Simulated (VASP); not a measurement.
OSZICAR of a VASP run on KCl (rock salt):

**OSZICAR**
```
       N       E                     dE             d eps       ncg     rms          rms(c)
DAV:   1     0.109700182770E+03    0.10970E+03   -0.72109E+03   480   0.119E+03
DAV:   2     0.335385584801E+01   -0.10635E+03   -0.98199E+02   600   0.269E+02
DAV:   3    -0.307812356032E+01   -0.64320E+01   -0.63886E+01   620   0.626E+01
DAV:   4    -0.333380954930E+01   -0.25569E+00   -0.25536E+00   872   0.110E+01
DAV:   5    -0.333489246823E+01   -0.10829E-02   -0.10829E-02   628   0.749E-01    0.326E+00
DAV:   6    -0.304794331345E+01    0.28695E+00   -0.54101E-01   580   0.401E+00    0.264E+00
DAV:   7    -0.303147916201E+01    0.16464E-01   -0.12262E-01   604   0.215E+00    0.153E+00
DAV:   8    -0.304183851255E+01   -0.10359E-01   -0.20401E-02   636   0.125E+00    0.192E-01
DAV:   9    -0.304245447858E+01   -0.61597E-03   -0.12515E-03   644   0.247E-01    0.102E-01
DAV:  10    -0.304301008087E+01   -0.55560E-03   -0.48739E-04   552   0.203E-01    0.113E-02
DAV:  11    -0.304302123103E+01   -0.11150E-04   -0.20374E-05   692   0.389E-02    0.529E-03
DAV:  12    -0.304302363845E+01   -0.24074E-05   -0.39847E-06   592   0.163E-02    0.280E-03
DAV:  13    -0.304302374267E+01   -0.10422E-06   -0.81855E-07   652   0.702E-03    0.986E-04
DAV:  14    -0.304302379176E+01   -0.49088E-07   -0.92653E-08   484   0.247E-03
   1 F= -.30430238E+01 E0= -.30430238E+01  d E =-.293740E-14
```

Task: Which electronic solver shows in the log?

Result: It is blocked Davidson (ALGO = Normal, or the opening steps of other solvers). The INCAR had ALGO = Normal.

Task: Can the final energy be trusted as converged?

Result: The calculation finished and met its thresholds. It stopped with EDIFF = 1E-7, NELM = 100 (optB86b-vdW, plane waves, VASP's PBE PAW potentials (set 64)).

The compound is KCl in the rock salt structure. This cell is one point of a volume scan, at 1.06 of the reference volume.
